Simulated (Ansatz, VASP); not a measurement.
## Cross-check of Zr2SiC between VASP and Ansatz

Aim: how closely do two programs agree when they are given the same cell, functional and k mesh? The cell is invented: As first built, before any earlier steps moved the atoms (in the runner's words): it takes the ZrC structure with some of its atoms replaced by other elements, volume scaled by an estimate. It may not be a known or stable phase. The cell is taken from a series of VASP runs on this material, whose earlier steps may have relaxed, scaled or displaced it; both programs get it as it stands. Other levels of theory on this material are compared in a session of their own.

Calculated with Ansatz 0.2.0; plane waves, with VASP 6.6.1 beside it; band structure at PBE with D4.

## 1. The structure

Symmetry: R-3m, No. 166, trigonal system. The conventional cell has a = 3.320 Å, b = 3.320 Å, c = 20.027 Å, α = 90.00°, β = 90.00°, γ = 120.00°. Zr has 3 C at 2.31 Å and 3 Si at 2.81 Å nearest. Si has 6 Zr at 2.81 Å nearest. C has 6 Zr at 2.31 Å nearest. As first built, before any earlier steps moved the atoms (in the runner's words): sites of the ZrC structure (space group 225) filled with other elements, volume scaled by an estimate. Farther neighbours are not listed.

## 2. VASP: band structure, PBE with D4

With cell and atoms fixed, the geometry can't cause a difference; cores, projectors, grids and the points listed under the comparison can.

Lines of VASP's logs that name or quote its potential files are left out, and so is its time.

File INCAR:

```
SYSTEM = Zr2SiC
PREC = Accurate
ENCUT = 520
EDIFF = 1E-06
NELM = 100
ISMEAR = -1
SIGMA = 0.05
LREAL = .FALSE.
ALGO = Normal
GGA = PE
IVDW = 13
NBANDS = 30
LORBIT = 11
LWAVE = .FALSE.
LCHARG = .FALSE.
KPAR = 2
```

File POSCAR:

```
Zr2SiC
1.0
    1.6599164752      0.9583531585      6.6758259587
   -1.6599164752      0.9583531585      6.6758259587
    0.0000000000     -1.9167063171      6.6758259587
Zr Si C
2 1 1
Direct
    0.7307375826      0.7307375826      0.7307375826
    0.2692624174      0.2692624174      0.2692624174
    0.5000000000      0.5000000000      0.5000000000
    0.0000000000      0.0000000000      0.0000000000
```

File KPOINTS:

```
Automatic mesh
0
Gamma
7 7 7
0 0 0
```

File KPOINTS_OPT:

```
Line mode
16
Line-mode
Reciprocal
  0.00000000   0.00000000   0.00000000 GAMMA
  0.50000000   0.00000000   0.00000000 L

  0.50000000   0.00000000   0.00000000 L
  0.50000000   0.18040550  -0.18040550 B1

  0.81959450   0.50000000   0.18040550 B
  0.50000000   0.50000000   0.50000000 Z

  0.50000000   0.50000000   0.50000000 Z
  0.00000000   0.00000000   0.00000000 GAMMA

  0.00000000   0.00000000   0.00000000 GAMMA
  0.34020275   0.00000000  -0.34020275 X

  0.65979725   0.34020275   0.00000000 Q
  0.50000000   0.50000000   0.00000000 F

  0.50000000   0.50000000   0.00000000 F
  0.65979725   0.65979725   0.18040550 P1

  0.65979725   0.65979725   0.18040550 P1
  0.50000000   0.50000000   0.50000000 Z

  0.50000000   0.00000000   0.00000000 L
  0.81959450   0.34020275   0.34020275 P
```

Potentials, in the order of the species: Zr_sv, Si and C (PBE family, release 64).

Started as:

```sh
> mpirun -np 2 vasp_std
```

Numbers of over 12 decimals in the logs are rounded to 6 here.

Output:

```text
[banner, memory and clock lines left out]
running    2 mpi-ranks, on    1 nodes
 distrk:  each k-point on    1 cores,    2 groups
 distr:  one band on    1 cores,    1 groups

 POSCAR found type information on POSCAR ZrSiC
 POSCAR found :  3 types and       4 ions
 LDA part: xc-table for (Slater+PW92), standard interpolation
 POSCAR, INCAR and KPOINTS ok, starting setup
 FFT: planning ... GRIDC
 FFT: planning ... GRID_SOFT
 FFT: planning ... GRID
 WAVECAR not read
 entering main loop
       N       E                     dE             d eps       ncg     rms          rms(c)
DAV:   1     0.244236627109E+03    0.24424E+03   -0.15900E+04  2640   0.104E+03
DAV:   2    -0.197715165553E+02   -0.26401E+03   -0.24949E+03  3024   0.303E+02
DAV:   3    -0.387688807020E+02   -0.18997E+02   -0.18695E+02  4434   0.633E+01
DAV:   4    -0.394941854787E+02   -0.72530E+00   -0.72299E+00  3436   0.119E+01
DAV:   5    -0.395112668048E+02   -0.17081E-01   -0.17080E-01  3860   0.154E+00    0.264E+01
DAV:   6    -0.347487416352E+02    0.47625E+01   -0.10252E+01  2966   0.190E+01    0.934E+00
DAV:   7    -0.346290337973E+02    0.11971E+00   -0.10443E+00  3108   0.608E+00    0.584E+00
DAV:   8    -0.345963236943E+02    0.32710E-01   -0.24451E-01  2990   0.246E+00    0.884E-01
DAV:   9    -0.345962734993E+02    0.50195E-04   -0.17184E-02  3730   0.694E-01    0.390E-01
DAV:  10    -0.345965392481E+02   -0.26575E-03   -0.32365E-03  3004   0.418E-01    0.180E-01
DAV:  11    -0.345965385185E+02    0.72965E-06   -0.41943E-04  3110   0.127E-01    0.464E-02
DAV:  12    -0.345965289069E+02    0.96115E-05   -0.13653E-05  3348   0.261E-02    0.249E-02
DAV:  13    -0.345965302393E+02   -0.13324E-05   -0.35621E-06  3078   0.125E-02    0.426E-03
DAV:  14    -0.345965294921E+02    0.74723E-06   -0.20257E-07  1788   0.343E-03
   1 F= -.35693995E+02 E0= -.35689165E+02  d E =-.965969E-02
 Start KPOINTS_OPT (optional k-point list driver)
k-point batch [1-44\144]
       N       E                     dE             ncg
DAV:   1     0.230663243695E+03   -0.39774E+05     2640
DAV:   2    -0.112847370146E+05   -0.11515E+05     2972
DAV:   3    -0.121163411931E+05   -0.83160E+03     4724
DAV:   4    -0.121389311103E+05   -0.22590E+02     3400
DAV:   5    -0.121395736719E+05   -0.64256E+00     3876
DAV:   6    -0.121395762654E+05   -0.25936E-02     3414
DAV:   7    -0.121395763199E+05   -0.54465E-04     3590
DAV:   8    -0.121395763203E+05   -0.41272E-06     2508
[...]
k-point batch [133-144\144]
       N       E                     dE             ncg
DAV:   1     0.289897803389E+05   -0.14101E+05      720
DAV:   2     0.258278467598E+05   -0.31619E+04      816
DAV:   3     0.256073883724E+05   -0.22046E+03     1286
DAV:   4     0.256013751754E+05   -0.60132E+01      888
DAV:   5     0.256011921382E+05   -0.18304E+00     1084
DAV:   6     0.256011915026E+05   -0.63556E-03      940
DAV:   7     0.256011914928E+05   -0.97797E-05     1010
DAV:   8     0.256011914927E+05   -0.96450E-07      636
```

Parts of OUTCAR (step 2):

```text
ion  position               nearest neighbor table
   1  0.731  0.731  0.731-   4 2.31   4 2.31   4 2.31   3 2.81   3 2.81   3 2.81   2 3.20   2 3.20
                             2 3.20
   2  0.269  0.269  0.269-   4 2.31   4 2.31   4 2.31   3 2.81   3 2.81   3 2.81   1 3.20   1 3.20
                             1 3.20
   3  0.500  0.500  0.500-   2 2.81   1 2.81   2 2.81   2 2.81   1 2.81   1 2.81
   4  0.000  0.000  0.000-   1 2.31   2 2.31   1 2.31   1 2.31   2 2.31   2 2.31

  LATTYP: Found a trigonal (rhomboedric) cell.
 ALAT       =     6.9455320683
 COS(alpha) =     0.8857670414

 Subroutine GETGRP returns: Found 12 space group operations
 (whereof 12 operations were pure point group operations)

The static configuration has the point symmetry D_3d.

 Found     44 irreducible k-points:

   k-points           NKPTS =     44   k-points in BZ     NKDIM =     44   number of bands    NBANDS=     30

   dimension x,y,z NGX =    54 NGY =   54 NGZ =   54
   dimension x,y,z NGXF=   108 NGYF=  108 NGZF=  108

   ENCUT  =  520.0 eV  38.22 Ry    6.18 a.u.  12.91 12.91 12.91*2*pi/ulx,y,z

   NELECT =      32.0000    total number of electrons

 k-points in reciprocal lattice and weights: Automatic mesh
   0.00000000  0.00000000  0.00000000       0.003
   0.14285714  0.00000000 -0.00000000       0.017
   0.28571429 -0.00000000  0.00000000       0.017
   0.42857143 -0.00000000  0.00000000       0.017
   0.14285714  0.14285714 -0.00000000       0.017
   0.28571429  0.14285714  0.00000000       0.035
   0.42857143  0.14285714  0.00000000       0.035
  -0.42857143  0.14285714  0.00000000       0.035
  -0.28571429  0.14285714 -0.00000000       0.035
[...]
0.42857143  0.42857143  0.42857143       0.006
  -0.42857143  0.42857143  0.42857143       0.017

 average (electrostatic) potential at core
       1 -73.8422       2 -73.8422       3 -79.6957       4 -44.5721

 E-fermi :   9.6339

 k-point     1 :       0.0000    0.0000    0.0000
  band No.  band energies     occupation
    ...
     11       4.0012      2.00000
     12       6.8093      2.00000
     13       6.8093      2.00000
     14       8.4229      2.00000
     15       9.3215      1.99613
     16      10.3155      0.00000
     17      10.3155      0.00000
     18      11.5470      0.00000
     19      11.5470      0.00000
     20      12.7529      0.00000
    ...

 k-point     2 :       0.1429    0.0000   -0.0000
  band No.  band energies     occupation
    ...
     12       6.4837      2.00000
     13       6.9208      2.00000
     14       8.0320      2.00000
     15       9.3200      1.99625
     16       9.4906      1.89218
     17      10.3851      0.00000
     18      10.6214      0.00000
     19      11.3412      0.00000
     20      12.5311      0.00000
     21      12.7069      0.00000
    ...

 k-point     3 :       0.2857   -0.0000    0.0000
  band No.  band energies     occupation
    ...
     12       6.2688      2.00000
     13       7.0205      2.00000
     14       7.1838      2.00000
     15       7.9994      2.00000
     16       8.7315      2.00000
     17      10.1761      0.00004
     18      10.7225      0.00000
     19      12.0177      0.00000
     20      12.3153      0.00000
     21      12.5764      0.00000
    ...

  DFT-D4 for vdW energy calculation

  Edisp (eV):   -1.09747

  Total      -0.00160    -0.00160    -0.00974     0.00000     0.00000     0.00000
  in kB      -0.04032    -0.04032    -0.24490     0.00000     0.00000     0.00000
  external pressure =       -0.11 kB  Pullay stress =        0.00 kB

  energy-cutoff  :      520.00
  volume of cell :       63.72
      direct lattice vectors                 reciprocal lattice vectors
     1.659916475  0.958353159  6.675825959     0.301219976  0.173909446  0.049931400
    -1.659916475  0.958353159  6.675825959    -0.301219976  0.173909446  0.049931400
     0.000000000 -1.916706317  6.675825959     0.000000000 -0.347818892  0.049931400

 POSITION                                       TOTAL-FORCE (eV/Angst)
 -----------------------------------------------------------------------------------
      0.00000     -0.00000     14.63483         0.000000     -0.000000      0.001199
      0.00000     -0.00000      5.39265         0.000000      0.000000     -0.001199
      0.00000     -0.00000     10.01374        -0.000000      0.000000     -0.000000
      0.00000      0.00000      0.00000         0.000000     -0.000000     -0.000000
 -----------------------------------------------------------------------------------
    total drift:                               -0.000000     -0.000000     -0.000000

  FREE ENERGIE OF THE ION-ELECTRON SYSTEM (eV)
  ---------------------------------------------------
  free  energy   TOTEN  =       -35.6939949634 eV

  energy  without entropy=      -35.6843352732  energy(sigma->0) =      -35.68916512

 total charge
# of ion       s       p       d       tot
------------------------------------------
    1        2.177   6.015   1.689   9.881
    2        2.177   6.015   1.689   9.881
    3        0.804   0.855   0.000   1.659
    4        0.885   1.497   0.000   2.382
--------------------------------------------------
tot          6.043  14.383   3.378  23.803

[... 3 further parts left out ...]
```

The run ends at a pressure of -0.01 GPa, with forces up to 0.0012 eV/Å.

## 3. Ansatz: band structure, PBE with D4

Ansatz runs on its default PAW (the set named soft_2) files.

The same cell, functional, mesh and smearing now go to Ansatz, which takes its cutoff from its data sets.

File input.yaml:

```yaml
crystal:
  lattice:
    - [1.6599164752, 0.9583531585, 6.6758259587]
    - [-1.6599164752, 0.9583531585, 6.6758259587]
    - [0.0, -1.9167063171, 6.6758259587]
  atoms:
    - { symbol: Zr, position: [0.7307375826, 0.7307375826, 0.7307375826] }
    - { symbol: Zr, position: [0.2692624174, 0.2692624174, 0.2692624174] }
    - { symbol: Si, position: [0.5, 0.5, 0.5] }
    - { symbol: C, position: [0.0, 0.0, 0.0] }
hamiltonian:
  xc: pbe
  pseudopotentials: { kind: paw }
  dispersion: d4
kpoints:
  mp_grid: { grid: [7, 7, 7] }
  band_path:
    path:
      - [0.0, 0.0, 0.0]
      - [0.13333, 0.0, 0.0]
      - [0.3, 0.0, 0.0]
      - [0.46667, 0.0, 0.0]
      - [0.5, 0.03608, -0.03608]
      - [0.5, 0.09622, -0.09622]
      - [0.5, 0.15635, -0.15635]
      - [0.77698, 0.5, 0.22302]
      - [0.67045, 0.5, 0.32955]
      - [0.56392, 0.5, 0.43608]
      - [0.46667, 0.46667, 0.46667]
      - [0.3, 0.3, 0.3]
      - [0.13333, 0.13333, 0.13333]
      - [0.0, 0.0, 0.0]
      - [0.1134, 0.0, -0.1134]
      - [0.20412, 0.0, -0.20412]
      - [0.31752, 0.0, -0.31752]
      - [0.62784, 0.37216, 0.0]
      - [0.57457, 0.42543, 0.0]
      - [0.52131, 0.47869, 0.0]
      - [0.52131, 0.52131, 0.02405]
      - [0.57457, 0.57457, 0.08419]
      - [0.62784, 0.62784, 0.14432]
      - [0.64914, 0.64914, 0.20171]
      - [0.59588, 0.59588, 0.30824]
      - [0.54261, 0.54261, 0.41477]
      - [0.5, 0.0, 0.0]
      - [0.60653, 0.1134, 0.1134]
      - [0.71306, 0.2268, 0.2268]
      - [0.81959, 0.3402, 0.3402]
    npoints: 1
scf:
  occupations: { method: fermi_dirac, width: 0.05 }
  n_extra_bands: 8
output:
  forces: true
  stress: true
  eigenvalues: true
  write_density: true
  write_potential: true
  elf: true
  volumetric_format: npy
```

Started as:

```sh
> ansatz run input.yaml --threads 2 --pin off --max-ram 4608MiB --backend cpu --events-out ev --progress --plain --runs-dir out
```

Output:

```text
basis.fft_grid_basis auto: the FFT boxes are laid along the combinations [[1, -1, 0], [0, 1, 0], [0, -1, 1]] of the cell's own vectors, 3.320, 6.946 and 3.320 Å long. The dense box has 24×48×24 points. Along the cell's own vectors, as sized, it would have 48×48×48, 4.00 times as many. Of the 12 symmetry operations that the crystal satisfies within crystal.symmetry.tolerance (time reversal apart; of a slab, those that [...]
scf.n_extra_bands = 8 over 16 filled bands (N_el = 32.0): the run solves 24 bands
Engine: ansatz 0.2.0, aarch64-unknown-linux-gnu
Pseudopotentials: kind: paw
Pseudopotential: Zr, paw, valence charge 12, recommended cutoff 420 eV (normal), Zr.paw.azcp
Pseudopotential: Si, paw, valence charge 4, recommended cutoff 420 eV (normal), Si.paw.azcp
Pseudopotential: C, paw, valence charge 4, recommended cutoff 420 eV (normal), C.paw.azcp
Functional definition: PBE
  parameter kappa = 0.804
  parameter beta = 0.066725
  exchange = pbe_x(kappa = kappa, mu = beta*pi^2/3)
  correlation = pbe_c(beta = beta)
Crystal: 4 atoms, lattice volume = 63.719 Å³
Basis set: ecut = 420 eV, 1265 PW (Γ), FFT grids on a1−a2, a2, −a2+a3, exchange–correlation on 48×96×48 points (8 copies of the dense FFT grid, shifted against one another)
Bands: 24, of which v1, the nominal top of the filled ones, is band 16 counted from 1 (15 counted from 0)
Symmetry: 12 space group operations
Space group: R-3m (ITA 166), of the structure as read, at distance tolerance 4.0e-5 Å
k-points: 44 of 343
Non-local potential: Zr, projectors of the file, l = 0: 3, l = 1: 2, l = 2: 2, l = 3: 2
Non-local potential: Si, projectors of the file, l = 0: 2, l = 1: 2, l = 2: 2
Non-local potential: C, projectors of the file, l = 0: 2, l = 1: 2, l = 2: 1
PAW form: soft (Blöchl's): semilocal exchange-correlation on the pseudo side does not see the compensation charge
PAW one-centre angular grid: Zr, 590 points (default); XC on 64 Gauss nodes
PAW one-centre angular grid: Si, 110 points (default); XC on 64 Gauss nodes
PAW one-centre angular grid: C, 110 points (default); XC on 64 Gauss nodes
Initial density: superposition of atomic densities (neutral atoms: chi_scale 0, normalization atom), corrected by the library's trained network
Initial wavefunctions: pseudopotential atomic-orbital guess
Functional: x = pbe(κ = 0.804, μ = 0.219515), c = pbe(β = 0.066725)
SCF iter   1: F=—  HF=-9258.437446 eV  |F-HF|=—  |Δ(HF+E_count)|=         —  Δρ=3.70e-3  dr2=1.66e-2  ethr=1.77e-3  ⟨swp⟩=5.2  Hψ=4889  notcnv=0  defer=26
preconditioner: auto → Kerker (q_TF=auto, 2.432 Å⁻¹)  [metal: Δε(μ)=0.011 eV  Ē_g=7.472 eV  σ=0.050 eV  W_gap=0.06  n_scr=16 (ndim 8)  ℏωp=18.6 eV  f_vac=0.000  D(μ)=1.30/eV (n_scr^D=4)]
SCF iter   2: F=—  HF=-9258.434717 eV  |F-HF|=—  |Δ(HF+E_count)|=   2.73e-3  Δρ=2.24e-3  dr2=5.84e-3  ethr=5.20e-5  ⟨swp⟩=1.0  Hψ=1408  notcnv=0  defer=49
SCF iter   3: F=—  HF=-9258.433523 eV  |F-HF|=—  |Δ(HF+E_count)|=   1.19e-3  Δρ=3.06e-4  dr2=6.55e-5  ethr=1.83e-5  ⟨swp⟩=2.0  Hψ=1270  notcnv=0  defer=49
SCF iter   4: F=—  HF=-9258.433499 eV  |F-HF|=—  |Δ(HF+E_count)|=   2.37e-5  Δρ=7.20e-5  dr2=3.61e-6  ethr=2.05e-7  ⟨swp⟩=2.0  Hψ=1359  notcnv=0  defer=49
SCF iter   5: F=—  HF=-9258.433499 eV  |F-HF|=—  |Δ(HF+E_count)|=   5.43e-7  Δρ=1.56e-5  dr2=1.22e-7  ethr=1.13e-8  ⟨swp⟩=2.1  Hψ=1586  notcnv=0  defer=49
SCF iter   6: F=-9258.433499 eV  HF=-9258.433499 eV  |F-HF|=7.26e-10  |Δ(HF+E_count)|=   1.42e-8  Δρ=2.87e-6  dr2=3.74e-9  ethr=3.13e-10  ⟨swp⟩=11.0  Hψ=6250  notcnv=0
SCF 1 converged in 6 iterations: F = -9258.433499 eV  dr2 = 3.74e-9
  greatest PAW one-centre occupation: 0.996 electrons in one spin orbital (limit 2), on the Zr atom at site 1 (counted from 0), in its partial waves of l = 0
NSCF: frozen V_eff on 30 k-points
SCF converged after 6 iterations
Free energy (F): -9258.433499 eV
Harris-Foulkes:  -9258.433499 eV  (|F-HF|=7.26e-10)
Internal energy: -9258.423839 eV  (E = F + TS)
E sigma→0 (E₀):  -9258.428669 eV
Entropy (-TS):   -0.009659 eV (-2.415 meV/atom)
Fermi energy:    13.723713 eV
--- Per-component energies (eV) ---
  E_band       = -144.915061
  E_kinetic    = 798.517811
  E_local      = -1624.364806  (includes V_loc(G=0)·N_el)
  E_nonlocal   = 210.248596
  E_hartree    = 565.701424
  E_xc         = -429.871513
  E_vxc        = -492.591093  (∫ρ·V_xc dr)
  E_paw        = -6518.657926  (= ΣΔE_a)
  E_vpaw       = -168.128450  (= ΣTr[D̂ρ^β])
  E_aug_tail   = 0.000065  (compensation charges beyond the density's cutoff)
  E_ewald      = -2258.900528
  E_disp       = -1.096963  (pairwise vdW)
  E_smearing   = -0.009659  (= −TS)
  E_closure    = 0.000000  (closes the sum)
  Σ components = -9258.433499   (vs F -9258.433499, Δ=0.00e0)
--- Forces (eV/Å), atoms counted from 1 ---
  atom   1  Zr     0.00000000     0.00000000    -0.01022688
  atom   2  Zr     0.00000000    -0.00000000     0.01022688
  atom   3  Si     0.00000000     0.00000000     0.00000000
  atom   4  C      0.00000000     0.00000000     0.00000000
  max |Σ_I F_I| component: 3.47e-18 eV/Å
--- Stress (GPa, compression-positive) ---
       -0.135369       0.000000       0.000000
        0.000000      -0.135369       0.000000
        0.000000       0.000000      -0.176317
  P = ⅓ Tr σ = -0.1490 GPa (-1.490 kbar)
--- Band table (eV; the first three rows and the last of 44) ---
  k-point 0: bands = [... 12 lower, 10.8973, 12.5132, 13.4108, 14.4055, 14.4055, 15.6350, 15.6350, 16.8406, ... 4 higher]
  k-point 1: bands = [... 12 lower, 11.0089, 12.1217, 13.4091, 13.5804, 14.4747, 14.7106, 15.4293, 16.6188, ... 4 higher]
  k-point 2: bands = [... 12 lower, 11.1086, 11.2731, 12.0889, 12.8215, 14.2648, 14.8128, 16.1060, 16.4034, ... 4 higher]
  k-point 43: bands = [... 12 lower, 11.0334, 11.7604, 13.0650, 14.1827, 14.6014, 14.8539, 15.0182, 16.5253, ... 4 higher]
```

It took 2.5 s on 2 threads of Arm Neoverse V2, shared host; peak memory 0.37 GiB; 4.7 s of CPU time.

## 4. Side by side

Known differences besides the potentials themselves: the cutoff is 420 eV in Ansatz and 520 eV in VASP; VASP leaves aspherical gradient terms in its spheres out (LASPH is not set), Ansatz keeps them. Total energies have different zeros and are not compared.

Both answers:

```
                                        quantity  Ansatz   VASP  difference
                                  pressure (GPa)   -0.15  -0.01       -0.14
pressure without Ansatz's Pulay correction (GPa)   -0.25  -0.01       -0.23
```

At this near-relaxed geometry the largest component of a force difference is 11 meV/Å. Levels from 3 eV below to 2 eV above the Fermi level differ by 1 meV r.m.s. and 2 meV at most; each VASP level is matched to the nearest of Ansatz, which flatters the figure a little. Ansatz's pressure holds a Pulay correction of 0.10 GPa; VASP's holds none.

## 5. Results

```
r.m.s. difference of levels near the Fermi level (band structure, PBE with D4) : 1.0 meV
```

What this shows: The r.m.s. difference of levels near the Fermi level is 1.0 meV (band structure, PBE with D4), within the 80 meV picked in this series as the mark of a large difference. 3 further runs of this series are not shown here. How closely two codes agree says nothing of how well the functional describes the real material.

[Lines on the potential files, build, host, timing and source positions are cut from VASP's logs without a mark.]

[Logs are printed without paths, hosts, clocks, repeated set-up lines and the standing remarks that a program may print on its own settings, such as how far it seeks lower states.]

[Hosts, paths, dates, database ids (printed as entryN), source tags and the programs' standing remarks are cut or masked in the printed files.]
